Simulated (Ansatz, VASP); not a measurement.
**NaF (NaF (Fm-3m)) in two plane-wave programs**

Aim: how closely do two programs agree when they are given the same cell, functional and k mesh? The two relaxations start from unlike cells of this crystal (the structure described is Ansatz's start), so only their ends are compared.

Main program and level: Ansatz 0.2.0; plane waves, with VASP 6.6.1 beside it; relaxation of cell and atoms at PBE.

### Step 1. The starting structure

Symmetry: Fm-3m, No. 225, cubic system. The conventional cell has a = 4.572 Å, b = 4.572 Å, c = 4.572 Å, α = 90.00°, β = 90.00°, γ = 90.00°. Nearest to Na lie 6 F at 2.29 Å. Nearest to F lie 6 Na at 2.29 Å. Farther neighbours and most contacts between anions are not listed.

### Step 2. VASP: relaxation of cell and atoms, PBE

The relaxed volume is the usual yardstick between codes: in a stiff, nearly cubic crystal its relative difference is about their pressure difference at one cell divided by the bulk modulus.

Lines of VASP's logs that name or quote its potential files are left out, and so is its time.

File INCAR:

```
SYSTEM = NaF
PREC = Accurate
ENCUT = 600
EDIFF = 1E-07
NELM = 120
ISMEAR = 0
SIGMA = 0.01
LREAL = .FALSE.
ALGO = Normal
GGA = PE
NBANDS = 13
LORBIT = 11
LWAVE = .FALSE.
LCHARG = .FALSE.
ISIF = 3
IBRION = 2
NSW = 80
EDIFFG = -0.005
LASPH = .TRUE.
GGA_COMPAT = .FALSE.
NELMIN = 4
EFERMI = MIDGAP
```

File POSCAR:

```
NaF
1.0
    0.0000000000      2.3484314524      2.3484314524
    2.3484314524      0.0000000000      2.3484314524
    2.3484314524      2.3484314524      0.0000000000
Na F
1 1
Direct
    0.0000000000      0.0000000000      0.0000000000
    0.5000000000      0.5000000000      0.5000000000
```

File KPOINTS:

```
Automatic mesh
0
Gamma
10 10 10
0 0 0
```

Potentials, in the order of the species: Na_pv and F (PBE family, release 64).

Run with:

```sh
mpirun -np 1 vasp_std
```

Numbers of over 12 decimals in the logs are rounded to 6 here.

Output:

```text
[banner, memory and clock lines left out]
running    1 mpi-ranks, on    1 nodes
 distrk:  each k-point on    1 cores,    1 groups
 distr:  one band on    1 cores,    1 groups

 POSCAR found type information on POSCAR NaF
 POSCAR found :  2 types and       2 ions
 LDA part: xc-table for (Slater+PW92), standard interpolation
 POSCAR, INCAR and KPOINTS ok, starting setup
 FFT: planning ... GRIDC
 FFT: planning ... GRID_SOFT
 FFT: planning ... GRID
 WAVECAR not read
 entering main loop
       N       E                     dE             d eps       ncg     rms          rms(c)
DAV:   1     0.122775627724E+03    0.12278E+03   -0.85073E+03  1227   0.142E+03
DAV:   2    -0.237551680225E+01   -0.12515E+03   -0.11618E+03  1302   0.383E+02
DAV:   3    -0.940686915577E+01   -0.70314E+01   -0.70128E+01  1512   0.830E+01
DAV:   4    -0.947256547654E+01   -0.65696E-01   -0.65689E-01  1332   0.846E+00
DAV:   5    -0.947324845327E+01   -0.68298E-03   -0.68297E-03  1487   0.894E-01    0.542E+00
DAV:   6    -0.858116079531E+01    0.89209E+00   -0.33618E+00  1437   0.157E+01    0.187E+00
DAV:   7    -0.856922675842E+01    0.11934E-01   -0.28850E-02  1232   0.219E+00    0.106E+00
DAV:   8    -0.857046696422E+01   -0.12402E-02   -0.31374E-02  1222   0.393E+00    0.147E-01
DAV:   9    -0.857128943826E+01   -0.82247E-03   -0.45596E-03  1417   0.643E-01    0.130E-01
DAV:  10    -0.857115736934E+01    0.13207E-03   -0.83463E-04  1237   0.320E-01    0.118E-02
DAV:  11    -0.857115616862E+01    0.12007E-05   -0.28801E-05  1447   0.948E-02    0.357E-03
DAV:  12    -0.857115655423E+01   -0.38561E-06   -0.15200E-06  1302   0.188E-02    0.206E-03
DAV:  13    -0.857115620655E+01    0.34768E-06   -0.45316E-07  1247   0.654E-03    0.641E-04
DAV:  14    -0.857115617419E+01    0.32358E-07   -0.29489E-08   796   0.273E-03
   1 F= -.85711562E+01 E0= -.85711562E+01  d E =-.857116E+01
 curvature:   0.00 expect dE= 0.000E+00 dE for cont linesearch  0.000E+00
 trial: gam= 0.00000 g(F)=  0.248E-59 g(S)=  0.204E-04 ort = 0.000E+00 (trialstep = 0.100E+01)
 search vector abs. value=  0.204E-04
 bond charge predicted
       N       E                     dE             d eps       ncg     rms          rms(c)
DAV:   1    -0.857136606987E+01   -0.20986E-03   -0.34174E-03  1477   0.889E-01    0.110E-01
DAV:   2    -0.857118946781E+01    0.17660E-03   -0.65298E-04  1528   0.256E-01    0.296E-02
DAV:   3    -0.857117562306E+01    0.13845E-04   -0.27371E-05  1387   0.112E-01    0.154E-02
DAV:   4    -0.857117149081E+01    0.41323E-05   -0.37634E-06  1468   0.655E-02    0.258E-03
DAV:   5    -0.857117159812E+01   -0.10731E-06   -0.59950E-07  1305   0.115E-02    0.664E-04
DAV:   6    -0.857117159776E+01    0.35516E-09   -0.76034E-08   621   0.518E-03
   2 F= -.85711716E+01 E0= -.85711716E+01  d E =-.154236E-04
 trial-energy change:   -0.000015  1 .order   -0.000014   -0.000020   -0.000008
 step:   1.4132(harm=  1.7065)  dis= 0.00000  next Energy=    -8.571173 (dE=-0.172E-04)
 reached required accuracy - stopping structural energy minimisation
```

Parts of OUTCAR (step 2):

```text
ion  position               nearest neighbor table
   1  0.000  0.000  0.000-   2 2.35   2 2.35   2 2.35   2 2.35   2 2.35   2 2.35
   2  0.500  0.500  0.500-   1 2.35   1 2.35   1 2.35   1 2.35   1 2.35   1 2.35

  LATTYP: Found a face centered cubic cell.
 ALAT       =     4.6968629048

 Subroutine GETGRP returns: Found 48 space group operations
 (whereof 48 operations were pure point group operations)

The static configuration has the point symmetry O_h .

 Found     47 irreducible k-points:

   k-points           NKPTS =     47   k-points in BZ     NKDIM =     47   number of bands    NBANDS=     13

   dimension x,y,z NGX =    28 NGY =   28 NGZ =   28
   dimension x,y,z NGXF=    56 NGYF=   56 NGZF=   56

   ENCUT  =  600.0 eV  44.10 Ry    6.64 a.u.   6.63  6.63  6.63*2*pi/ulx,y,z

   NELECT =      14.0000    total number of electrons

 k-points in reciprocal lattice and weights: Automatic mesh
   0.00000000  0.00000000  0.00000000       0.001
   0.10000000  0.00000000  0.00000000       0.008
   0.20000000  0.00000000  0.00000000       0.008
   0.30000000  0.00000000  0.00000000       0.008
   0.40000000  0.00000000  0.00000000       0.008
   0.50000000  0.00000000  0.00000000       0.004
   0.10000000  0.10000000  0.00000000       0.006
   0.20000000  0.10000000  0.00000000       0.024
   0.30000000  0.10000000  0.00000000       0.024
[...]
-0.30000000  0.40000000  0.20000000       0.024
  -0.30000000  0.50000000  0.20000000       0.012

 average (electrostatic) potential at core
       1 -47.1653       2 -77.5826

 E-fermi :   0.7955

 k-point     1 :       0.0000    0.0000    0.0000
  band No.  band energies     occupation
    ...
      3     -21.3159      2.00000
      4     -21.3159      2.00000
      5      -2.2520      2.00000
      6      -2.2520      2.00000
      7      -2.2520      2.00000
      8       3.8430      0.00000
      9      16.4454      0.00000
     10      16.4454      0.00000
     11      16.4454      0.00000
     12      19.2335      0.00000
    ...

 k-point     2 :       0.1000    0.0000    0.0000
  band No.  band energies     occupation
    ...
      3     -21.3169      2.00000
      4     -21.1011      2.00000
      5      -2.4388      2.00000
      6      -2.2751      2.00000
      7      -2.2751      2.00000
      8       4.1909      0.00000
      9      15.1821      0.00000
     10      16.5903      0.00000
     11      16.5903      0.00000
     12      20.6081      0.00000
    ...

 k-point     3 :       0.2000    0.0000    0.0000
  band No.  band energies     occupation
    ...
      3     -21.3197      2.00000
      4     -20.8770      2.00000
      5      -2.8680      2.00000
      6      -2.3346      2.00000
      7      -2.3346      2.00000
      8       5.0908      0.00000
      9      13.4350      0.00000
     10      16.9490      0.00000
     11      16.9490      0.00000
     12      20.2832      0.00000
    ...

  Total       -0.0069512     -0.0069512     -0.0069512      0.0000000      0.0000000      0.0000000
  in kB       -0.4304609     -0.4304609     -0.4304609      0.0000000      0.0000000      0.0000000
  external PRESSURE =      -0.4304609 kB  Pullay stress =       0.0000000 kB

  energy-cutoff  :      600.00
  volume of cell :       25.87
      direct lattice vectors                 reciprocal lattice vectors
     0.000000000  2.347480347  2.347480347    -0.212994328  0.212994328  0.212994328
     2.347480347 -0.000000000  2.347480347     0.212994328 -0.212994328  0.212994328
     2.347480347  2.347480347  0.000000000     0.212994328  0.212994328 -0.212994328

 POSITION                                       TOTAL-FORCE (eV/Angst)
 -----------------------------------------------------------------------------------
      4.69496      2.34748      2.34748        -0.000000     -0.000000     -0.000000
      2.34748      2.34748      2.34748         0.000000      0.000000      0.000000
 -----------------------------------------------------------------------------------
    total drift:                                0.000000      0.000000      0.000000

  FREE ENERGIE OF THE ION-ELECTRON SYSTEM (eV)
  ---------------------------------------------------
  free  energy   TOTEN  =        -8.5711715978 eV

  energy  without entropy=       -8.5711715978  energy(sigma->0) =       -8.57117160

 reached required accuracy - stopping structural energy minimisation

 total charge
# of ion       s       p       d       tot
------------------------------------------
    1        0.047   5.990   0.000   6.037
    2        1.724   4.377   0.000   6.100
--------------------------------------------------
tot          1.771  10.367   0.000  12.137

[... 3 further parts left out ...]
```

The run keeps the 48 symmetry operations of its start, so it cannot find a distortion of lower symmetry.

### Step 3. Ansatz: relaxation of cell and atoms, PBE

Ansatz runs on its default PAW (the set named soft_2) files.

Its own start cell and the same functional and mesh now go to Ansatz.

File input.yaml:

```yaml
crystal:
  lattice:
    - [0.0, 2.2858943, 2.2858943]
    - [2.2858943, 0.0, 2.2858943]
    - [2.2858943, 2.2858943, 0.0]
  atoms:
    - { symbol: Na, position: [0.0, 0.0, 0.0] }
    - { symbol: F, position: [0.5, 0.5, 0.5] }
basis:
  ecutwfc: 420
  xc_grid: 2
hamiltonian:
  xc: pbe
kpoints:
  mp_grid: { grid: [10, 10, 10] }
scf:
  occupations: { method: fixed }
  max_iter: 100
relax:
  f_tol: 0.005
  max_steps: 60
  cell: {}
output:
  forces: true
  stress: true
checkpoint:
  write: "../cell.run"
  compress: false
  write_wavefunctions: false
  write_every: 100000
```

Run with:

```sh
ansatz run input.yaml --threads 4 --pin off --max-ram 7536MiB --backend cpu --events-out ev --progress --plain --runs-dir out
```

Output:

```text
Engine: ansatz 0.2.0, aarch64-unknown-linux-gnu
Pseudopotentials: kind: paw
Pseudopotential: Na, paw, valence charge 9, recommended cutoff 420 eV (normal), Na.paw.azcp
Pseudopotential: F, paw, valence charge 7, recommended cutoff 420 eV (normal), F.paw.azcp
Functional definition: PBE
  parameter kappa = 0.804
  parameter beta = 0.066725
  exchange = pbe_x(kappa = kappa, mu = beta*pi^2/3)
  correlation = pbe_c(beta = beta)
Crystal: 2 atoms, lattice volume = 23.889 Å³
Basis set: ecut = 420 eV, 459 PW (Γ), exchange–correlation on 48×48×48 points (8 copies of the dense FFT grid, shifted against one another)
Bands: 12, of which v1, the nominal top of the filled ones, is band 8 counted from 1 (7 counted from 0)
Symmetry: 48 space group operations
Space group: Fm-3m (ITA 225), of the structure as read, at distance tolerance 2.9e-5 Å
k-points: 47 of 1000
Non-local potential: Na, projectors of the file, l = 0: 3, l = 1: 2, l = 2: 1
Non-local potential: F, projectors of the file, l = 0: 2, l = 1: 2, l = 2: 1
PAW form: soft (Blöchl's): semilocal exchange-correlation on the pseudo side does not see the compensation charge
PAW one-centre angular grid: Na, 110 points (default); XC on 64 Gauss nodes
PAW one-centre angular grid: F, 110 points (default); XC on 64 Gauss nodes
Initial density: superposition of atomic densities (neutral atoms: chi_scale 0, normalization atom), corrected by the library's trained network
Initial wavefunctions: pseudopotential atomic-orbital guess
Functional: x = pbe(κ = 0.804, μ = 0.219515), c = pbe(β = 0.066725)
SCF iter   1: F=—  HF=-2297.404197 eV  |F-HF|=—  |Δ(HF+E_count)|=         —  Δρ=7.48e-4  dr2=8.52e-5  ethr=1.77e-3  ⟨swp⟩=4.7  Hψ=2753  notcnv=0  defer=87
preconditioner: auto → none  [insulator: Δε(μ)=6.534 eV  Ē_g=26.741 eV  n_scr=8 (ndim 8)  ℏωp=28.4 eV  f_vac=0.106  ε∞_Penn≈2.1]
SCF iter   2: F=—  HF=-2297.403845 eV  |F-HF|=—  |Δ(HF+E_count)|=   3.53e-4  Δρ=1.08e-3  dr2=1.59e-4  ethr=5.33e-7  ⟨swp⟩=2.4  Hψ=1453  notcnv=0  defer=92
SCF iter   3: F=—  HF=-2297.403815 eV  |F-HF|=—  |Δ(HF+E_count)|=   3.00e-5  Δρ=3.84e-4  dr2=1.76e-5  ethr=5.33e-7  ⟨swp⟩=2.0  Hψ=722  notcnv=0  defer=92
SCF iter   4: F=—  HF=-2297.403829 eV  |F-HF|=—  |Δ(HF+E_count)|=   1.43e-5  Δρ=4.60e-5  dr2=1.81e-7  ethr=1.10e-7  ⟨swp⟩=2.2  Hψ=748  notcnv=0  defer=92
SCF iter   5: F=—  HF=-2297.403830 eV  |F-HF|=—  |Δ(HF+E_count)|=   1.26e-6  Δρ=3.96e-5  dr2=2.56e-7  ethr=1.13e-9  ⟨swp⟩=2.0  Hψ=893  notcnv=0  defer=92
SCF iter   6: F=-2297.403830 eV  HF=-2297.403830 eV  |F-HF|=2.47e-8  |Δ(HF+E_count)|=   6.71e-8  Δρ=1.29e-5  dr2=2.77e-8  ethr=6.25e-10  ⟨swp⟩=2.4  Hψ=1818  notcnv=0
SCF 1 converged in 6 iterations: F = -2297.403830 eV  dr2 = 2.77e-8
  greatest PAW one-centre occupation: 0.999 electrons in one spin orbital (limit 2), on the Na atom at site 0 (counted from 0), in its partial waves of l = 0
relax step   1: F+E_penalty+E_count = -2297.40382995 eV  Δ(F+E_penalty+E_count) = +0.000e0 eV  max|allowed force component| = 1.497e-29 eV/Å  Δτ_max = 0.0000 Å  P = +4.535 GPa  Ω = 23.889 Å³  (6 SCF iters, dr2 threshold 1.00e-7 eV, accepted)
[...]
relax step   5: F+E_penalty+E_count = -2297.43058098 eV  Δ(F+E_penalty+E_count) = -8.170e-3 eV  max|allowed force component| = 8.012e-30 eV/Å  Δτ_max = 0.0000 Å  P = +0.618 GPa  Ω = 25.631 Å³  stress off target by 6.18e-1 GPa  SCF on the basis re-selected at this cell (its energy is not comparable with the rows above)  (7 SCF iters)
[...]
relax step   6: F+E_penalty+E_count = -2297.43040761 eV  Δ(F+E_penalty+E_count) = +1.734e-4 eV  max|allowed force component| = 1.582e-29 eV/Å  Δτ_max = 0.0000 Å  P = +0.109 GPa  Ω = 25.901 Å³  energy of the carried Pulay correction = -7.825e-4 eV  (5 SCF iters, dr2 threshold 2.00e-7 eV, accepted)
[...]
relax step   7: F+E_penalty+E_count = -2297.43025798 eV  Δ(F+E_penalty+E_count) = +1.496e-4 eV  max|allowed force component| = 5.349e-30 eV/Å  Δτ_max = 0.0000 Å  P = +0.007 GPa  Ω = 25.956 Å³  energy of the carried Pulay correction = -9.522e-4 eV  (5 SCF iters, dr2 threshold 2.95e-8 eV, accepted)
[...]
relax step   8: F+E_penalty+E_count = -2297.43118860 eV  Δ(F+E_penalty+E_count) = -9.306e-4 eV  max|allowed force component| = 1.371e-29 eV/Å  Δτ_max = 0.0000 Å  P = +0.033 GPa  Ω = 25.956 Å³  stress off target by 3.34e-2 GPa  SCF on the basis re-selected at this cell (its energy is not comparable with the rows above)  (8 SCF iters)
basis re-selected at this cell: Δ(F+E_penalty+E_count) = -9.306e-4 eV, ΔP = +0.027 GPa vs the last step (what re-selecting the basis moved, of the pressure what is left beyond the Pulay correction that the steps carried, after the strain that the cell walked since its last selection, with what the two solves' SCF thresholds leave and, on support functions, any second-order correction that the steps lacked; it is no m [...]
SCF converged after 8 iterations
Free energy (F): -2297.431189 eV
Harris-Foulkes:  -2297.431189 eV  (|F-HF|=1.82e-12)
Internal energy: -2297.431189 eV  (E = F + TS)
E sigma→0 (E₀):  -2297.431189 eV
Fermi energy:    0.712847 eV
--- Per-component energies (eV) ---
  E_band       = -239.053503
  E_kinetic    = 328.800437
  E_local      = -1718.799034  (includes V_loc(G=0)·N_el)
  E_nonlocal   = 188.592242
  E_hartree    = 611.015172
  E_xc         = -120.080115
  E_vxc        = -154.015749  (∫ρ·V_xc dr)
  E_paw        = -463.588296  (= ΣΔE_a)
  E_vpaw       = -105.663857  (= ΣTr[D̂ρ^β])
  E_aug_tail   = 0.002105  (compensation charges beyond the density's cutoff)
  E_ewald      = -1123.373698
  E_smearing   = -0.000000  (= −TS)
  E_closure    = 0.000000  (closes the sum)
  Σ components = -2297.431189   (vs F -2297.431189, Δ=0.00e0)
--- Forces (eV/Å), atoms counted from 1 ---
  atom   1  Na    -0.00000000     0.00000000    -0.00000000
  atom   2  F      0.00000000    -0.00000000     0.00000000
  max |Σ_I F_I| component: 2.73e-29 eV/Å
--- Stress (GPa, compression-positive) ---
        0.033440      -0.000000      -0.000000
       -0.000000       0.033440      -0.000000
       -0.000000      -0.000000       0.033440
  P = ⅓ Tr σ = 0.0334 GPa (0.334 kbar)
--- Relaxed structure (6 steps of the walk, 6 accepted, 2 SCFs on fresh bases) ---
  F+E_penalty+E_count = -2297.43118860 eV   max|allowed force component| = 1.371e-29 eV/Å   (the final SCF, on the basis selected at the relaxed cell)
  cell:  # Å, volume = 25.9565 Å³
    - [0, 2.350022, 2.350022]
    - [2.350022, 0, 2.350022]
    - [2.350022, 2.350022, 0]
  atoms:
    - { symbol: Na, position: [0, 0, 0] }
    - { symbol: F, position: [0.5, 0.5, 0.5] }
```

### Step 4. Side by side

Known differences besides the potentials themselves: fixed occupations in Ansatz, narrow Gaussian smearing in VASP; the data sets hold 16 valence electrons in Ansatz (on its default PAW (the set named soft_2) files) and 14 in VASP; the cutoff is 420 eV in Ansatz and 600 eV in VASP; Ansatz adds a Pulay correction to the stress that steers its cell, VASP none. Total energies have different zeros and are not compared.

Compared:

```csv
quantity,Ansatz,VASP,difference
volume (Å³),25.96,25.87,+0.33 %
"edge a after relaxation, in the typed setting (Å)",3.323,3.320,+0.11 %
```

### Step 5. What came out

| Quantity | Value |
| --- | --- |
| difference in volume (relaxation of cell and atoms, PBE) | 0.33 % |

In words: The difference in volume is 0.33 % (relaxation of cell and atoms, PBE), within the 1.2 % picked in this series as the mark of a large difference, as far as the stopping tolerances let one tell. The data sets hold unlike numbers of valence electrons (16 in Ansatz and 14 in VASP), so part of the differences comes from the potentials. How closely two codes agree says nothing of how well the functional describes the real material.

[Lines on the potential files, build, host, timing and source positions are cut from VASP's logs without a mark.]

[Logs are printed without paths, hosts, clocks, repeated set-up lines and the standing remarks that a program may print on its own settings, such as how far it seeks lower states.]

[Hosts, paths, dates, database ids (printed as entryN), source tags and the programs' standing remarks are cut or masked in the printed files.]
